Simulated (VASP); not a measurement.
A convergence study with VASP on CdSe (zinc blende): one setting is varied, all else stays as given below, so the limit is that of these other settings.

```xyz
2
Lattice="0.0000 3.0250 3.0250 3.0250 0.0000 3.0250 3.0250 3.0250 0.0000" Properties=species:S:1:pos:R:3 pbc="T T T"
Cd     0.0000     0.0000     0.0000
Se     1.5125     1.5125     1.5125
```

Level of theory: PBEsol GGA, VASP's PBE PAW potentials (set 64) (plane waves; VASP 6.6.1). The tightest run used: 550 eV cut-off, 13×13×13 Monkhorst-Pack mesh, Gaussian smearing of 0.050 eV, potentials Cd Se.

The settings run are 1×1×1 mesh; 2×2×2 mesh; 3×3×3 mesh; 4×4×4 mesh; 5×5×5 mesh; 6×6×6 mesh; 7×7×7 mesh; 8×8×8 mesh; 9×9×9 mesh; 10×10×10 mesh; 11×11×11 mesh; 12×12×12 mesh; 13×13×13 mesh. From which on does the stress (every component) stay within 0.1 GPa of the tightest run?

From 4×4×4 mesh on: it is off by 0.00 there and by no more than 0.1 in any finer run, while 3×3×3 mesh is off by 0.90.
```csv
setting,E (eV/atom),pressure (GPa),irreducible k-points,difference judged (GPa)
1×1×1 mesh,2.7272,47.40,1,46.21
2×2×2 mesh,-3.0632,1.45,2,0.26
3×3×3 mesh,-2.9731,2.09,4,0.90
4×4×4 mesh,-3.0867,1.19,10,0.00
5×5×5 mesh,-3.0787,1.25,10,0.06
6×6×6 mesh,-3.0869,1.19,28,0.00
7×7×7 mesh,-3.0857,1.19,20,0.00
8×8×8 mesh,-3.0869,1.19,60,0.00
9×9×9 mesh,-3.0866,1.19,35,0.00
10×10×10 mesh,-3.0869,1.19,110,0.00
11×11×11 mesh,-3.0868,1.19,56,0.00
12×12×12 mesh,-3.0868,1.19,182,0.00
13×13×13 mesh,-3.0868,1.19,84,0.00
```

Left out are rungs that failed or repeat a setting and relaxations that didn't move; long series are thinned to 24 rows.

The compound is CdSe in the zinc blende structure, whereas wurtzite is the usual form. The cell was not relaxed at this level.
